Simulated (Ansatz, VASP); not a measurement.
**One calculation of NiMoIrPdW, two programs**

File INCAR:

```
PREC = Accurate ; ENCUT = 520
EDIFF = 1E-7 ; ISMEAR = -1
SIGMA = 0.05 ; LREAL = False
LASPH = True ; NELM = 120
ALGO = Normal ; ISIF = 2
LWAVE = False ; LCHARG = False
ISPIN = 2 ; MAGMOM = 1 1 0 0.6 0
LORBIT = 11 ; LMAXMIX = 4
GGA = PE ; NBANDS = 40
KPAR = 4
```

Contents of KPOINTS:

```
regular mesh
0
Gamma
  8 8 5
```

POSCAR

```
NiMoIrPdW
1.0
    4.0330049889      0.0000000000      0.0000000000
   -2.0165073924      3.4926848830      0.0000000000
    0.0000000000      0.0000000000      5.3346300308
Ni Mo Pd Ir W
1 1 1 1 1
Direct
    0.0000000000      0.0000000000      0.9577500000
    0.6666700000      0.3333300000      0.9616100000
    0.6666700000      0.3333300000      0.4629500000
    0.3333300000      0.6666700000      0.7257200000
    0.3333300000      0.6666700000      0.2364200000
```

input.yaml

```yaml
crystal:
  lattice:
    - [4.0330049889, 0.0, 0.0]
    - [-2.0165073924, 3.492684883, 0.0]
    - [0.0, 0.0, 5.3346300308]
  atoms:
    - { symbol: Ni, position: [0.0, 0.0, 0.95775], spin: 1.0 }
    - { symbol: Mo, position: [0.66667, 0.33333, 0.96161], spin: 1.0 }
    - { symbol: Pd, position: [0.66667, 0.33333, 0.46295] }
    - { symbol: Ir, position: [0.33333, 0.66667, 0.72572], spin: 0.6 }
    - { symbol: W, position: [0.33333, 0.66667, 0.23642] }
hamiltonian:
  xc: pbe
  pseudopotentials: { kind: paw }
magnetization:
  spin_polarized: true
kpoints:
  mp_grid: { grid: [8, 8, 5] }
scf:
  occupations: { method: fermi_dirac, width: 0.05 }
output:
  forces: true
  stress: true
  eigenvalues: true
  write_density: true
  write_potential: true
  elf: true
  volumetric_format: npy
```

Change from the starting cell: volume scaled by 0.94.

Alike in both runs: task single point; functional PBE; k mesh 8 × 8 × 5; occupations fermi-dirac, width 0.05 eV; collinear spin, ferromagnetic start.

|  | VASP | Ansatz |
| --- | --- | --- |
| version | VASP 6.6.1 | Ansatz 0.2.0 |
| potentials or method | VASP PAW PBE potentials, release 64 (Ni, Mo_sv, Pd, Ir, W_sv) | Ansatz PAW |
| plane-wave cutoff (eV) | 520 | 420 |
| valence electrons in the cell | 57 | 81 |

|  | VASP | Ansatz | Ansatz less VASP |
| --- | --- | --- | --- |
| gap on the k mesh at the Fermi level (eV) | none | none | - |
| pressure (GPa) | 16.3 | 16.0 | -0.28 |
| largest component of the traceless stress (GPa) | 0.78 | 0.73 | -0.052 |
| rms of the force components (eV/Å) | 0.079 | 0.081 | +0.0024 |
| net moment per atom (μB) | 0.00 | 0.00 | 0.000 |

Atom by atom the forces differ by 0.005 eV/Å (rms over components). A gap of «none» marks a metal or a gap that the smearing closes. The two sets of potentials don't hold the same shells in valence.

Caveats: the starting moments weren't kept (Ansatz). The runs have no spin-orbit coupling, so splittings on Ir, W are missing.
